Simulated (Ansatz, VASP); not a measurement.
# Cl: VASP beside Ansatz

One calculation is typed for both programs; each brings its own data sets and cutoff. How far apart do they land? The structure shown is the end of the VASP relaxation below. Other levels of theory on this material are compared in a session of their own.

Calculated with Ansatz 0.2.0; plane waves, with VASP 6.6.1 beside it; single point at PBE.

### 1. Set-up

The cell holds 2 atoms: 2 Cl. Its edges and angles: a = 12.000 Å, b = 12.500 Å, c = 13.000 Å, α = 90.0°, β = 90.0°, γ = 90.0°. Vacuum lies along a, b and c.

As a file:

```xyz
2
Lattice="12.0000 0.0000 0.0000 0.0000 12.5000 0.0000 0.0000 0.0000 13.0000" Properties=species:S:1:pos:R:3
Cl    6.0000    6.2500    5.5032
Cl    6.0000    6.2500    7.4968
```

### 2. VASP: relaxation, PBE

This run makes the geometry at which the two programs are then compared.

Lines of VASP's logs that name or quote its potential files are left out, and so is its time.

INCAR reads:

```
SYSTEM = Cl
PREC = Accurate
ENCUT = 520
EDIFF = 1E-07
NELM = 100
ISMEAR = 0
SIGMA = 0.01
LREAL = .FALSE.
ALGO = Normal
GGA = PE
NBANDS = 13
LORBIT = 11
LWAVE = .FALSE.
LCHARG = .FALSE.
NCORE = 4
IBRION = 2
NSW = 50
ISIF = 2
EDIFFG = -0.005
LASPH = .TRUE.
ISYM = 0
```

POSCAR reads:

```
Cl
1.0
   12.0000000000      0.0000000000      0.0000000000
    0.0000000000     12.5000000000      0.0000000000
    0.0000000000      0.0000000000     13.0000000000
Cl
2
Direct
    0.5000000000      0.5000000000      0.4234615385
    0.5000000000      0.5000000000      0.5765384615
```

KPOINTS reads:

```
Automatic mesh
0
Gamma
1 1 1
0 0 0
```

The projector-augmented-wave data sets are Cl (PBE family, release 64).

Run with:

```bash
> mpirun -np 4 vasp_std
```

Numbers of over 12 decimals in the logs are rounded to 6 here.

Output:

```text
[banner, memory and clock lines left out]
running    4 mpi-ranks, on    1 nodes
 distrk:  each k-point on    4 cores,    1 groups
 distr:  one band on    4 cores,    1 groups

 POSCAR found type information on POSCAR Cl
 POSCAR found :  1 types and       2 ions
 LDA part: xc-table for (Slater+PW92), standard interpolation
 POSCAR, INCAR and KPOINTS ok, starting setup
 FFT: planning ... GRIDC
 FFT: planning ... GRID_SOFT
 FFT: planning ... GRID
 WAVECAR not read
 entering main loop
       N       E                     dE             d eps       ncg     rms          rms(c)
DAV:   1     0.747057187970E+02    0.74706E+02   -0.31527E+03    42   0.526E+02
DAV:   2     0.164400249642E+02   -0.58266E+02   -0.56808E+02    39   0.998E+01
DAV:   3    -0.221563473637E+01   -0.18656E+02   -0.18301E+02    44   0.451E+01
DAV:   4    -0.384915230033E+01   -0.16335E+01   -0.16327E+01    26   0.105E+01
DAV:   5    -0.387188104833E+01   -0.22729E-01   -0.22729E-01    44   0.140E+00    0.110E+01
DAV:   6    -0.367218591344E+01    0.19970E+00   -0.13514E-01    36   0.236E+00    0.723E+00
DAV:   7    -0.359843539766E+01    0.73751E-01   -0.31079E-01    26   0.349E+00    0.689E-01
DAV:   8    -0.359358290572E+01    0.48525E-02   -0.36861E-02    26   0.133E+00    0.321E-01
DAV:   9    -0.359417167274E+01   -0.58877E-03   -0.90806E-04    39   0.212E-01    0.629E-02
DAV:  10    -0.359521232097E+01   -0.10406E-02   -0.17460E-04    34   0.823E-02    0.735E-02
DAV:  11    -0.359565778754E+01   -0.44547E-03   -0.87579E-05    26   0.474E-02    0.147E-02
DAV:  12    -0.359641112063E+01   -0.75333E-03   -0.70332E-05    34   0.392E-02    0.919E-03
DAV:  13    -0.359712211812E+01   -0.71100E-03   -0.91338E-05    34   0.392E-02    0.859E-03
DAV:  14    -0.359743763881E+01   -0.31552E-03   -0.21808E-05    44   0.217E-02    0.368E-03
DAV:  15    -0.359758538805E+01   -0.14775E-03   -0.63513E-06    26   0.122E-02    0.299E-03
DAV:  16    -0.359765841311E+01   -0.73025E-04   -0.40492E-06    34   0.893E-03    0.603E-03
DAV:  17    -0.359767349640E+01   -0.15083E-04   -0.45193E-07    44   0.328E-03    0.273E-03
DAV:  18    -0.359768197353E+01   -0.84771E-05   -0.20520E-07    34   0.211E-03    0.324E-03
DAV:  19    -0.359768512361E+01   -0.31501E-05   -0.25949E-08    44   0.903E-04    0.385E-04
DAV:  20    -0.359768633391E+01   -0.12103E-05   -0.90912E-09    36   0.543E-04    0.204E-04
DAV:  21    -0.359768681966E+01   -0.48575E-06   -0.15698E-09    28   0.366E-04    0.141E-04
DAV:  22    -0.359768716666E+01   -0.34701E-06   -0.39791E-09    36   0.392E-04    0.124E-04
DAV:  23    -0.359768722969E+01   -0.63028E-07    0.28645E-09    23   0.147E-04
   1 F= -.35976872E+01 E0= -.35976872E+01  d E =-.359769E+01
 curvature:   0.00 expect dE= 0.000E+00 dE for cont linesearch  0.000E+00
 trial: gam= 0.00000 g(F)=  0.472E-03 g(S)=  0.000E+00 ort = 0.000E+00 (trialstep = 0.100E+01)
 search vector abs. value=  0.472E-03
 bond charge predicted
       N       E                     dE             d eps       ncg     rms          rms(c)
DAV:   1    -0.359757687027E+01    0.11030E-03   -0.50520E-02    26   0.115E+00    0.334E-01
DAV:   2    -0.359773554904E+01   -0.15868E-03   -0.16604E-03    26   0.299E-01    0.674E-02
DAV:   3    -0.359772417418E+01    0.11375E-04   -0.38291E-05    31   0.403E-02    0.452E-02
DAV:   4    -0.359772337430E+01    0.79988E-06   -0.25567E-05    31   0.288E-02    0.710E-03
DAV:   5    -0.359772303153E+01    0.34277E-06   -0.21550E-05    36   0.237E-02    0.160E-02
DAV:   6    -0.359772249228E+01    0.53926E-06   -0.25917E-06    31   0.969E-03    0.312E-03
DAV:   7    -0.359772276817E+01   -0.27589E-06   -0.15703E-07    26   0.269E-03    0.241E-03
DAV:   8    -0.359772375508E+01   -0.98691E-06   -0.81916E-08    26   0.135E-03    0.141E-03
DAV:   9    -0.359772384387E+01   -0.88790E-07   -0.40218E-09    23   0.470E-04
   2 F= -.35977238E+01 E0= -.35977238E+01  d E =-.366142E-04
 trial-energy change:   -0.000037  1 .order   -0.000043   -0.000472    0.000386
 step:   0.5389(harm=  0.5503)  dis= 0.00182  next Energy=    -3.597814 (dE=-0.126E-03)
 bond charge predicted
       N       E                     dE             d eps       ncg     rms          rms(c)
DAV:   1    -0.359778022347E+01   -0.56468E-04   -0.10719E-02    26   0.529E-01    0.155E-01
DAV:   2    -0.359781568110E+01   -0.35458E-04   -0.35392E-04    31   0.138E-01    0.307E-02
DAV:   3    -0.359781410724E+01    0.15739E-05   -0.80945E-06    31   0.185E-02    0.207E-02
DAV:   4    -0.359781458119E+01   -0.47395E-06   -0.55693E-06    31   0.134E-02    0.330E-03
DAV:   5    -0.359781409408E+01    0.48711E-06   -0.47946E-06    31   0.112E-02    0.742E-03
DAV:   6    -0.359781406553E+01    0.28551E-07   -0.60407E-07    31   0.464E-03
   3 F= -.35978141E+01 E0= -.35978141E+01  d E =-.126836E-03
 curvature:  -0.27 expect dE=-0.128E-07 dE for cont linesearch -0.128E-07
 trial: gam=-0.00982 g(F)=  0.464E-07 g(S)=  0.000E+00 ort = 0.468E-05 (trialstep = 0.908E+00)
 search vector abs. value=  0.105E-09
 reached required accuracy - stopping structural energy minimisation
```

Parts of OUTCAR (step 2):

```text
ion  position               nearest neighbor table
   1  0.500  0.500  0.423-   2 1.99
   2  0.500  0.500  0.577-   1 1.99

 Found      1 irreducible k-points:

   k-points           NKPTS =      1   k-points in BZ     NKDIM =      1   number of bands    NBANDS=     13

   dimension x,y,z NGX =    90 NGY =   96 NGZ =   98
   dimension x,y,z NGXF=   180 NGYF=  192 NGZF=  196

   ENCUT  =  520.0 eV  38.22 Ry    6.18 a.u.  22.31 23.24 24.17*2*pi/ulx,y,z

   NELECT =      14.0000    total number of electrons

 k-points in reciprocal lattice and weights: Automatic mesh
   0.00000000  0.00000000  0.00000000       1.000

 average (electrostatic) potential at core
       1-101.9577       2-101.9577

 E-fermi :  -7.0600

 k-point     1 :       0.0000    0.0000    0.0000
  band No.  band energies     occupation
    ...
      3     -11.7846      2.00000
      4      -9.7752      2.00000
      5      -9.7752      2.00000
      6      -7.1131      2.00000
      7      -7.1131      2.00000
      8      -4.0552      0.00000
      9      -0.3317      0.00000
     10       0.5900      0.00000
     11       0.6718      0.00000
     12       0.7522      0.00000
    ...

  Total       -0.0210422     -0.0220593     -0.0212934     -0.0000000     -0.0000000     -0.0000000
  in kB       -0.0172889     -0.0181246     -0.0174953     -0.0000000     -0.0000000     -0.0000000
  external PRESSURE =      -0.0176362 kB  Pullay stress =       0.0000000 kB

  energy-cutoff  :      520.00
  volume of cell :     1950.00
      direct lattice vectors                 reciprocal lattice vectors
    12.000000000  0.000000000  0.000000000     0.083333333  0.000000000  0.000000000
     0.000000000 12.500000000  0.000000000     0.000000000  0.080000000  0.000000000
     0.000000000  0.000000000 13.000000000     0.000000000  0.000000000  0.076923077

 POSITION                                       TOTAL-FORCE (eV/Angst)
 -----------------------------------------------------------------------------------
      6.00000      6.25000      5.50318         0.000000     -0.000000     -0.000694
      6.00000      6.25000      7.49682        -0.000000      0.000000      0.000694
 -----------------------------------------------------------------------------------
    total drift:                               -0.000000      0.000000     -0.000000

  FREE ENERGIE OF THE ION-ELECTRON SYSTEM (eV)
  ---------------------------------------------------
  free  energy   TOTEN  =        -3.5978140655 eV

  energy  without entropy=       -3.5978140655  energy(sigma->0) =       -3.59781407

 reached required accuracy - stopping structural energy minimisation

 total charge
# of ion       s       p       d       tot
------------------------------------------
    1        1.615   3.392   0.000   5.007
    2        1.615   3.392   0.000   5.007
--------------------------------------------------
tot          3.229   6.784   0.000  10.014
```

CONTCAR:

```
Cl
   1.00000000000000
    12.0000000000000000    0.0000000000000000    0.0000000000000000
     0.0000000000000000   12.5000000000000000    0.0000000000000000
     0.0000000000000000    0.0000000000000000   13.0000000000000000
  Cl
     2
Direct
     0.4999999999940987    0.5000000002770210    0.4233216002316909
     0.5000000000059013    0.4999999997229791    0.5766783997683091
```

### 3. Ansatz: single point, PBE

Ansatz runs on its default PAW (the set named soft_2) files.

The same cell, functional, mesh and smearing now go to Ansatz, which takes its cutoff from its data sets.

input.yaml reads:

```yaml
crystal:
  lattice:
    - [12.0, 0.0, 0.0]
    - [0.0, 12.5, 0.0]
    - [0.0, 0.0, 13.0]
  atoms:
    - { symbol: Cl, position: [0.5, 0.5, 0.4233216] }
    - { symbol: Cl, position: [0.5, 0.5, 0.5766784] }
hamiltonian:
  xc: pbe
  pseudopotentials: { kind: paw }
kpoints:
  mp_grid: { grid: [1, 1, 1] }
scf:
  occupations: { method: gaussian, width: 0.01 }
  n_extra_bands: 4
output:
  forces: true
  eigenvalues: true
```

Run with:

```bash
> ansatz run input.yaml --threads 2 --pin off --max-ram 4608MiB --backend cpu --events-out ev --progress --plain --runs-dir out
```

Output:

```text
scf.n_extra_bands = 4 over 7 filled bands (N_el = 14.0): the run solves 11 bands
Engine: ansatz 0.2.0, x86_64-unknown-linux-gnu
Pseudopotentials: kind: paw
Pseudopotential: Cl, paw, valence charge 7, recommended cutoff 420 eV (normal), Cl.paw.azcp
Functional definition: PBE
  parameter kappa = 0.804
  parameter beta = 0.066725
  exchange = pbe_x(kappa = kappa, mu = beta*pi^2/3)
  correlation = pbe_c(beta = beta)
Crystal: 2 atoms, lattice volume = 1950.000 Å³
Basis set: ecut = 420 eV, 38063 PW (Γ), exchange–correlation on 162×180×180 points (8 copies of the dense FFT grid, shifted against one another)
Bands: 11, of which v1, the nominal top of the filled ones, is band 7 counted from 1 (6 counted from 0)
Symmetry: 8 space group operations
Space group: Pmmm (ITA 47), of the structure as read, at distance tolerance 1.2e-4 Å
k-points: 1
Non-local potential: Cl, projectors of the file, l = 0: 2, l = 1: 2, l = 2: 2
PAW form: soft (Blöchl's): semilocal exchange-correlation on the pseudo side does not see the compensation charge
PAW one-centre angular grid: Cl, 110 points (default); XC on 64 Gauss nodes
Initial density: superposition of atomic densities (neutral atoms: chi_scale 0, normalization atom), corrected by the library's trained network
Initial wavefunctions: pseudopotential atomic-orbital guess
Functional: x = pbe(κ = 0.804, μ = 0.219515), c = pbe(β = 0.066725)
SCF iter   1: F=—  HF=-2158.886944 eV  |F-HF|=—  |Δ(HF+E_count)|=         —  Δρ=2.03e-4  dr2=1.74e-4  ethr=1.77e-3  ⟨swp⟩=8.0  Hψ=84  notcnv=0
preconditioner: auto → Resta (q_TF=auto, 1.198 Å⁻¹)  ε∞=1.1  [insulator: Δε(μ)=3.009 eV  Ē_g=8.297 eV  σ=0.010 eV  W_gap=1.00  n_scr=56 (ndim 8)  ℏωp=2.7 eV  f_vac=0.925  D(μ)=0.00/eV (n_scr^D=0)  ε∞_Penn≈1.1  vacuum switching on, ρ_ref=5.0e-3 e/Å³]
SCF iter   2: F=—  HF=-2158.887105 eV  |F-HF|=—  |Δ(HF+E_count)|=   1.61e-4  Δρ=1.07e-4  dr2=4.32e-5  ethr=1.24e-6  ⟨swp⟩=5.0  Hψ=36  notcnv=0
SCF iter   3: F=—  HF=-2158.887376 eV  |F-HF|=—  |Δ(HF+E_count)|=   2.71e-4  Δρ=1.60e-5  dr2=4.57e-6  ethr=3.09e-7  ⟨swp⟩=6.0  Hψ=30  notcnv=0
SCF iter   4: F=—  HF=-2158.887376 eV  |F-HF|=—  |Δ(HF+E_count)|=   3.84e-7  Δρ=5.20e-6  dr2=3.44e-7  ethr=3.26e-8  ⟨swp⟩=4.0  Hψ=22  notcnv=0
iter 5 did not close the SCF: its close was put off for the readings that it lacked (scf_convergence_deferred on its scf_iter line)
SCF iter   5: F=-2158.887376 eV  HF=-2158.887376 eV  |F-HF|=8.57e-8  |Δ(HF+E_count)|=   5.03e-8  Δρ=2.29e-6  dr2=4.96e-8  ethr=2.46e-9  ⟨swp⟩=3.0  Hψ=21  notcnv=0
SCF iter   6: F=-2158.887376 eV  HF=-2158.887376 eV  |F-HF|=3.78e-9  |Δ(HF+E_count)|=   9.69e-8  Δρ=8.82e-7  dr2=1.07e-8  ethr=3.54e-10  ⟨swp⟩=7.0  Hψ=66  notcnv=0
SCF 1 converged in 6 iterations: F = -2158.887376 eV  dr2 = 1.07e-8
  greatest PAW one-centre occupation: 0.911 electrons in one spin orbital (limit 2), on the Cl atom at site 1 (counted from 0), in its partial waves of l = 0
SCF converged after 6 iterations
Free energy (F): -2158.887376 eV
Harris-Foulkes:  -2158.887376 eV  (|F-HF|=3.78e-9)
Internal energy: -2158.887376 eV  (E = F + TS)
E sigma→0 (E₀):  -2158.887376 eV
Fermi energy:    -5.573901 eV
--- Per-component energies (eV) ---
  E_band       = -175.638815
  E_kinetic    = 319.336493
  E_local      = -1765.977541  (includes V_loc(G=0)·N_el)
  E_nonlocal   = 57.317362
  E_hartree    = 723.909401
  E_xc         = -211.917341
  E_vxc        = -240.845352  (∫ρ·V_xc dr)
  E_paw        = -1318.093716  (= ΣΔE_a)
  E_vpaw       = 6.712196  (= ΣTr[D̂ρ^β])
  E_aug_tail   = 0.000183  (compensation charges beyond the density's cutoff)
  E_ewald      = 36.537784
  E_smearing   = -0.000000  (= −TS)
  E_closure    = -0.000000  (closes the sum)
  Σ components = -2158.887376   (vs F -2158.887376, Δ=0.00e0)
--- Forces (eV/Å), atoms counted from 1 ---
  atom   1  Cl     0.00000000     0.00000000    -0.19856844
  atom   2  Cl     0.00000000     0.00000000     0.19856844
  max |Σ_I F_I| component: 0.00e0 eV/Å
--- Band table (eV) ---
  k-point 0: bands = [... 3 lower, -9.7431, -9.7431, -7.0784, -7.0784, -4.0695, -0.3045, 0.6212, 0.6959]
```

The job ended after 2.7 s (2 threads of AMD EPYC 7B13 (Zen 3), shared host; peak memory 0.96 GiB).

In the SCF lines HF is the Harris–Foulkes energy and dr2 the Hartree energy of the density residual, in eV; the loop may stop once dr2 is under the threshold and the program's other checks hold. Hψ counts applications of the Hamiltonian.

### 4. Differences

Known differences besides the potentials themselves: the cutoff is 420 eV in Ansatz and 520 eV in VASP. Total energies have different zeros and are not compared.

Both answers:

```csv
quantity,Ansatz,VASP,difference
gap on the k mesh (eV),3.009,3.058,-0.049
```

At this near-relaxed geometry the largest component of a force difference is 198 meV/Å.

### 5. What the set-up changes

Further runs change the set-up of one program: Ansatz's method, potentials or start, or VASP's data sets, cutoff or form of LDA. The table gives Ansatz less VASP for each quantity, since a change that brings one quantity closer may part another.

```csv
run,r.m.s. force difference (meV/Å),gap on the k mesh (eV)
as above,114,-0.049
Ansatz's larger PAW set (cutoff 900 eV),117,-0.052
norm-conserving potentials (cutoff 789 eV),101,-0.072
```

### 6. Outcome

| Property | Result |
| --- | --- |
| r.m.s. force difference (single point, PBE) | 114 meV/Å |
| difference in gap on the k mesh (single point, PBE) | -0.049 eV |

In words: The r.m.s. force difference is 114 meV/Å (single point, PBE), beyond the 12 meV/Å picked in this series as the mark of a large difference. Single point, PBE, norm-conserving potentials (cutoff 789 eV): the difference in gap on the k mesh goes from -0.049 to -0.072 eV. 12 further runs of this series are not shown here. Such differences can come from data sets, numerical settings and the points named under the comparisons, not from the functional's error against experiment.

[Lines on the potential files, build, host, timing and source positions are cut from VASP's logs without a mark.]

[Logs are printed without paths, hosts, clocks, repeated set-up lines and the standing remarks that a program may print on its own settings, such as how far it seeks lower states.]

[Hosts, paths, dates, database ids (printed as entryN), source tags and the programs' standing remarks are cut or masked in the printed files.]
